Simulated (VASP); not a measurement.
HfGe:

```
Hf Ge
1.0
     3.21967    0.00000    0.00000
     0.00000    3.21967    0.00000
     0.00000    0.00000    4.10843
Hf Ge
1 1
Direct
  0.50000 0.50000 0.00000
  0.00000 0.00000 0.00000
```

The cell was built by a generator and needn't be a form met in nature.

* Program: VASP 6.6.1
* Task: relaxation of cell and atoms
* Functional: PBE
* Potentials or basis: VASP PAW PBE potentials, release 64 (Hf_pv, Ge_d)
* Cutoff: 900 eV
* k mesh: 8 × 8 × 7
* Occupations: fermi-dirac, width 0.05 eV
* Spin: no spin polarisation

At the start: pressure 61.3 GPa; volume 21.29 Å³/atom.

Problem. How do energy, volume and symmetry change on relaxing?

Solution. Over 31 steps the energy falls by 1977.0 meV/atom and the volume is 22.36 Å³/atom (+5.0 %); space group P4/mmm (No. 123, to 0.05 Å).

The path:
```csv
step,energy change (eV),largest force (eV/Å),pressure (GPa),volume (Å³)
1,0.0000,0.0000,61.34,42.59
2,4.2975,0.0000,-1.84,107.25
3,0.5075,0.0000,-12.37,97.37
4,-1.2853,0.0000,-14.22,81.02
5,-3.0913,0.0000,-5.96,60.30
6,-3.1693,0.0000,1.13,55.85
7,-3.1992,0.0000,-2.39,57.78
8,-3.1993,0.0000,-1.90,57.46
9,-3.3131,0.0000,-1.94,55.05
10,-3.7993,0.0000,-0.62,47.72
11,-0.8647,0.0000,54.00,32.61
12,-3.8809,0.0000,0.11,46.22
13,-3.9185,0.0000,4.15,42.39
14,-3.9425,0.0000,2.29,43.98
15,-3.9432,0.0000,2.70,43.71
16,-3.8419,0.0000,-3.77,45.77
17,-3.9519,0.0000,1.10,44.15
18,-3.9519,0.0000,0.86,44.17
19,-3.9519,0.0000,0.89,44.16
20,-3.9530,0.0000,-0.48,45.11
21,-3.9540,0.0000,0.07,44.71
22,-3.9540,0.0000,-0.17,44.75
23,-3.9540,0.0000,0.15,44.73
24,-3.9540,0.0000,-0.10,44.74
25,-3.9540,0.0000,0.20,44.62
26,-3.9540,0.0000,0.37,44.71
27,-3.9540,0.0000,-0.07,44.73
28,-3.9540,0.0000,0.08,44.72
29,-3.9540,0.0000,-0.05,44.73
30,-3.9540,0.0000,-0.04,44.72
31,-3.9540,0.0000,0.00,44.72
```

Final structure:
```
Hf Ge
1.0
     3.81940    0.00000    0.00000
     0.00000    3.81940    0.00000
     0.00000    0.00000    3.06579
Hf Ge
1 1
Cartesian
  1.9097 1.9097 0.0000
  0.0000 0.0000 0.0000
```
